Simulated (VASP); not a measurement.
Output of a VASP run:

OSZICAR:
```
...
   6 F= -.27445641E+03 E0= -.27445640E+03  d E =-.725516E-02  mag=     2.0000
       N       E                     dE             d eps       ncg     rms          rms(c)
DAV:   1    -0.274456525988E+03   -0.12846E-03   -0.37660E-02   672   0.355E-01    0.883E-02
RMM:   2    -0.274456670634E+03   -0.14465E-03   -0.17785E-03   640   0.969E-02    0.250E-02
RMM:   3    -0.274456700813E+03   -0.30179E-04   -0.35576E-04   668   0.428E-02    0.272E-02
RMM:   4    -0.274456701503E+03   -0.68976E-06   -0.51801E-05   522   0.173E-02
   7 F= -.27445670E+03 E0= -.27445670E+03  d E =-.755076E-02  mag=     2.0000
       N       E                     dE             d eps       ncg     rms          rms(c)
DAV:   1    -0.274458725703E+03   -0.20249E-02   -0.15276E-01   672   0.714E-01    0.206E-01
RMM:   2    -0.274459404721E+03   -0.67902E-03   -0.86227E-03   640   0.206E-01    0.540E-02
RMM:   3    -0.274459572503E+03   -0.16778E-03   -0.18857E-03   677   0.929E-02    0.564E-02
RMM:   4    -0.274459575381E+03   -0.28776E-05   -0.23218E-04   664   0.368E-02    0.410E-02
RMM:   5    -0.274459567977E+03    0.74042E-05   -0.10302E-04   642   0.202E-02    0.121E-02
RMM:   6    -0.274459569599E+03   -0.16226E-05   -0.22727E-05   406   0.102E-02
   8 F= -.27445957E+03 E0= -.27445956E+03  d E =-.286810E-02  mag=     2.0000
       N       E                     dE             d eps       ncg     rms          rms(c)
DAV:   1    -0.274459742519E+03   -0.17454E-03   -0.66643E-02   704   0.472E-01    0.139E-01
RMM:   2    -0.274460041792E+03   -0.29927E-03   -0.38845E-03   640   0.138E-01    0.377E-02
RMM:   3    -0.274460123075E+03   -0.81283E-04   -0.88530E-04   677   0.629E-02    0.389E-02
RMM:   4    -0.274460125518E+03   -0.24429E-05   -0.10897E-04   657   0.250E-02    0.288E-02
RMM:   5    -0.274460122443E+03    0.30756E-05   -0.46750E-05   516   0.137E-02
   9 F= -.27446012E+03 E0= -.27446011E+03  d E =-.342094E-02  mag=     2.0000
       N       E                     dE             d eps       ncg     rms          rms(c)
DAV:   1    -0.274461360616E+03   -0.12351E-02   -0.48850E-02   672   0.401E-01    0.132E-01
RMM:   2    -0.274461600156E+03   -0.23954E-03   -0.32674E-03   640   0.123E-01    0.367E-02
RMM:   3    -0.274461662335E+03   -0.62179E-04   -0.71186E-04   678   0.551E-02    0.300E-02
RMM:   4    -0.274461663027E+03   -0.69232E-06   -0.85071E-05   622   0.223E-02
  10 F= -.27446166E+03 E0= -.27446166E+03  d E =-.154058E-02  mag=     2.0000
       N       E                     dE             d eps       ncg     rms          rms(c)
DAV:   1    -0.274461950690E+03   -0.28836E-03   -0.49402E-02   688   0.401E-01    0.131E-01
RMM:   2    -0.274462175398E+03   -0.22471E-03   -0.32020E-03   640   0.123E-01    0.394E-02
RMM:   3    -0.274462237747E+03   -0.62349E-04   -0.72327E-04   679   0.552E-02    0.330E-02
RMM:   4    -0.274462239059E+03   -0.13116E-05   -0.87590E-05   623   0.223E-02
  11 F= -.27446224E+03 E0= -.27446223E+03  d E =-.211662E-02  mag=     2.0000
       N       E                     dE             d eps       ncg     rms          rms(c)
DAV:   1    -0.274462700640E+03   -0.46289E-03   -0.54267E-02   672   0.419E-01    0.135E-01
RMM:   2    -0.274462962003E+03   -0.26136E-03   -0.33805E-03   640   0.126E-01    0.366E-02
RMM:   3    -0.274463028651E+03   -0.66648E-04   -0.72724E-04   674   0.571E-02    0.344E-02
RMM:   4    -0.274463031770E+03   -0.31191E-05   -0.96278E-05   624   0.233E-02
  12 F= -.27446303E+03 E0= -.27446303E+03  d E =-.792711E-03  mag=     2.0000
```

### OUTCAR
```
------------------------ aborting loop because EDIFF is reached ----------------------------------------
  FORCE on cell =-STRESS in cart. coord.  units (eV):
  Direction    XX          YY          ZZ          XY          YZ          ZX
  --------------------------------------------------------------------------------------
  Total        7.7460441      3.3956431      7.7797056      0.7625093      0.5830667     -0.0219637
  in kB        9.1556242      4.0135625      9.1954113      0.9012663      0.6891698     -0.0259605
  external PRESSURE =       7.4548660 kB  Pullay stress =       0.0000000 kB
  volume of cell :     1355.51
      direct lattice vectors                 reciprocal lattice vectors
    11.067109208  0.000000000  0.000000000     0.090357832  0.000000000  0.000000000
     0.000000000 11.067109208  0.000000000     0.000000000  0.090357832  0.000000000
     0.000000000  0.000000000 11.067109208     0.000000000  0.000000000  0.090357832
  FREE ENERGIE OF THE ION-ELECTRON SYSTEM (eV)
  ---------------------------------------------------
  free  energy   TOTEN  =      -274.4630317703 eV

  energy  without entropy=     -274.4630212174  energy(sigma->0) =     -274.46302649

 total charge

# of ion       s       p       d       tot
------------------------------------------
    1        1.060   1.203   0.153   2.415
    2        1.051   1.234   0.158   2.444
    3        1.051   1.228   0.158   2.437
    4        1.052   1.220   0.155   2.427
    5        1.056   1.220   0.156   2.432
    6        1.051   1.234   0.158   2.444
    7        1.059   1.201   0.152   2.412
    8        1.059   1.204   0.153   2.416
    9        1.142   0.942   0.100   2.184
   10        1.138   0.938   0.100   2.177
   11        1.051   1.228   0.158   2.436
   12        1.131   0.935   0.101   2.166
   13        1.060   1.201   0.152   2.412
   14        1.056   1.219   0.156   2.431
   15        1.052   1.220   0.155   2.428
   16        1.051   1.234   0.158   2.443
   17        1.051   1.233   0.158   2.443
   18        1.051   1.227   0.157   2.435
   19        1.060   1.201   0.152   2.412
   20        1.051   1.235   0.159   2.445
   21        1.135   0.939   0.101   2.175
   22        1.050   1.230   0.158   2.439
   23        1.052   1.219   0.155   2.426
   24        1.051   1.234   0.158   2.443
   25        1.051   1.235   0.159   2.445
   26        1.060   1.206   0.153   2.419
   27        1.051   1.236   0.159   2.446
   28        1.059   1.199   0.152   2.410
   29        1.056   1.218   0.156   2.430
   30        1.056   1.219   0.156   2.431
   31        1.060   1.205   0.153   2.418
   32        1.052   1.219   0.155   2.427
   33        1.023   1.501   0.000   2.524
   34        1.018   1.520   0.000   2.538
   35        1.023   1.498   0.000   2.521
   36        1.016   1.524   0.000   2.539
   37        1.018   1.519   0.000   2.537
   38        1.023   1.499   0.000   2.522
   39        1.015   1.523   0.000   2.539
   40        1.023   1.502   0.000   2.525
   41        1.023   1.502   0.000   2.525
   42        1.023   1.498   0.000   2.522
   43        1.018   1.520   0.000   2.538
   44        1.016   1.524   0.000   2.540
   45        1.016   1.524   0.000   2.540
   46        1.015   1.522   0.000   2.537
   47        1.013   1.523   0.000   2.536
   48        1.023   1.498   0.000   2.521
...
```
(Selected blocks of OUTCAR.)

**POSCAR**
```
Ga32P31
1
   11.0671092084     0.0000000000     0.0000000000
    0.0000000000    11.0671092084     0.0000000000
   -0.0000000000    -0.0000000000    11.0671092084
Ga P
32 31
Direct
  0.4998384147   0.9999076157   0.0033827174
  0.7492892366   0.2473880843   0.9985661444
  0.7486270865   0.0037536556   0.2497800360
  0.9992426940   0.0002544373   0.9978297449
  0.2493053936   0.2506581172   0.9990448355
  0.5014880108   0.5004585404   0.0017763184
  0.7475715430   0.7490363022   0.0034530364
  0.2529605203   0.9999543958   0.2491002321
  0.5103029428   0.2720701667   0.2607301292
  0.7448005153   0.4757667366   0.2629458254
  0.4991004681   0.0025674309   0.4978426405
  0.7423731654   0.2721997528   0.4947338365
  0.7474677496   0.0006100424   0.7465651148
  0.0000744339   0.5013155813   0.0014986175
  0.2511720678   0.7483764182   0.0012047294
  0.0005983290   0.2478177474   0.2483771184
  0.2521527197   0.5004681547   0.2510426073
  0.5025628428   0.7438133583   0.2519669621
  0.9966529132   0.0008887349   0.4975881839
  0.2484902353   0.2472319354   0.4989042229
  0.5133626094   0.4766430403   0.4962896925
  0.7496594728   0.7482031628   0.4992073994
  0.2485509782   0.0000442347   0.7491238066
  0.4981745796   0.2476030303   0.7508210818
  0.7506264677   0.5034580560   0.7529637739
  0.9966353864   0.7502320901   0.2490167464
  0.0025269520   0.5031847470   0.4996025383
  0.2530842716   0.7488843204   0.4970744000
  0.9991735189   0.2506565644   0.7486471249
  0.2511516683   0.5012034115   0.7492194417
  0.4989881423   0.7495251294   0.7474652989
  0.9996051528   0.7515996971   0.7486293262
  0.6225953883   0.1294890840   0.1278433096
  0.8771055582   0.3702132342   0.1216083106
  0.8703234026   0.1310649185   0.3758928403
  0.1261816077   0.1231079863   0.1235767833
  0.3729808634   0.3776056909   0.1229204763
  0.6288654590   0.6173660093   0.1310385539
  0.8730069616   0.8776310617   0.1245855935
  0.3776937220   0.1292018671   0.3722567713
  0.8727732563   0.6220606714   0.3742881647
  0.6246325979   0.1298597350   0.6207217028
  0.8780156742   0.3822195857   0.6277529009
  0.8738124927   0.1237019108   0.8715713637
  0.1248811584   0.6254411936   0.1271176415
  0.3774368532   0.8707685723   0.1272719492
  0.1247173663   0.3745937893   0.3743660827
  0.3817379100   0.6171668961   0.3790494954
  0.6250690198   0.8750534947   0.3745750595
  0.1222774630   0.1236204837   0.6238182595
  0.3714315074   0.3697664678   0.6268310635
  0.6251855863   0.6224343059   0.6236296189
  0.8735115759   0.8748655369   0.6233659024
  0.3739008632   0.1227110441   0.8766212254
  0.6246685460   0.3745155114   0.8745338010
  0.8756023748   0.6282855638   0.8776380964
  0.1245922637   0.8749792004   0.3732631434
  0.1272970510   0.6277228247   0.6244169097
  0.3745148215   0.8765738302   0.6230854843
  0.1243708726   0.3763806680   0.8740392051
  0.3763978857   0.6250444332   0.8746591974
  0.6233784719   0.8748377230   0.8747420249
  0.1256599432   0.8739870138   0.8753903854
```

Problem. Reconstruct the remaining input files.

Solution. This is not unique; one that fits is the input of the run itself, PBE GGA, plane waves, VASP's PBE PAW potentials (set 64).

### INCAR
```
! general
SYSTEM  = Ga32P31
PREC    = Normal
ENCUT   = 400
LREAL   = Auto
LASPH   = .True.
ISYM    = 0
NELECT  = 252.0

! electronic loop
EDIFF   = 1E-5
NELM    = 100
NELMIN  = 4
ALGO    = Fast
LMAXMIX = 4

! smearing
ISMEAR  = 0
SIGMA   = 0.05

! functional
GGA     = PE

! spin
ISPIN   = 2
MAGMOM  = 63*0.0317
NUPDOWN = 2

! ions
IBRION  = 2
NSW     = 120
ISIF    = 2
EDIFFG  = -0.03

! output
LWAVE   = .True.
LCHARG  = .False.
LORBIT  = 10
```

KPOINTS:
```
Automatic mesh
0
gamma
 1 1 1
0 0 0
```

POTCAR, in this order: Ga P (PBE.64 set). Program: vasp_gam.

The cell is charged, with a uniform compensating background. The supercell is sampled at Γ alone, which is coarse: total energies, pressure and levels can be off, energies of defects by several tenths of an eV.

The cell is a supercell with a defect, built from GaP (zinc blende): vac_P, charge -1.
